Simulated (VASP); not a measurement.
The system is MgTiNbO4.

```
Nb Ti Mg O
1.0
    -1.90150    2.12251    4.98306
     1.90150   -2.12251    4.98306
     1.90150    2.12251   -4.98306
Nb Ti Mg O
1 1 1 4
Direct
  0.02624 0.02624 0.00000
  0.71324 0.21324 0.50000
  0.31383 0.81383 0.50000
  0.77887 0.77887 0.00000
  0.95744 0.45744 0.50000
  0.24422 0.24422 0.00000
  0.51377 0.01376 0.50000
```

The cell comes from a database or a generator and needn't be the stable form of this composition.

- Program: VASP 6.6.1
- Task: single point
- Functional: PBE
- Potentials or basis: VASP PAW PBE potentials, release 64 (Nb_sv, Ti_sv, Mg, O)
- Cutoff: 520 eV
- k mesh: 9 × 9 × 9
- Occupations: fermi-dirac, width 0.05 eV
- Spin: no spin polarisation

On this cell: pressure -2.4 GPa; largest force 0.187 eV/Å; band gap on the k mesh none (metal or under the smearing width).

The same run follows on a disturbed copy (atoms moved at random, drawn with an rms of 0.05 Å):

```xyz
7
Lattice="-1.9015 2.1225 4.9831 1.9015 -2.1225 4.9831 1.9015 2.1225 -4.9831" Properties=species:S:1:pos:R:3 pbc="T T T"
Nb    0.0282    0.0298    0.2650
Ti   -0.0018    2.0697    2.1624
Mg    1.9422    0.0003    3.1426
O     0.0527    0.0185    7.7720
O    -0.0276    2.0784    4.5114
O    -0.0402   -0.0335    2.3848
O    -0.0299    2.1163    0.1596
```

**Question.** What does the disturbed cell give?

**Answer.** The energy (extrapolated to zero smearing) moves by +16.1 meV/atom; pressure -1.5 GPa; largest force 1.116 eV/Å; band gap on the k mesh none (metal or under the smearing width).

Forces in eV/Å, atoms in the order of the input:
```
Nb  -0.493 -0.231 -0.600
Ti   0.612 -0.014 -0.290
Mg  -0.601 -0.031  0.012
O   -1.102 -0.124  0.128
O    0.674  0.115  0.521
O    0.787 -0.069  0.493
O    0.123  0.354 -0.265
```

Stress tensor (GPa, compression positive):
```
-1.10 -0.02 -1.17
-0.02 -2.99 -2.51
-1.17 -2.51 -0.56
```

Caveats: an odd number of electrons without spin polarisation forces a metal; a magnetic or distorted state may lie lower; semilocal functionals often make such compounds metallic where correlation or magnetic order opens a gap, which also shifts bond lengths.
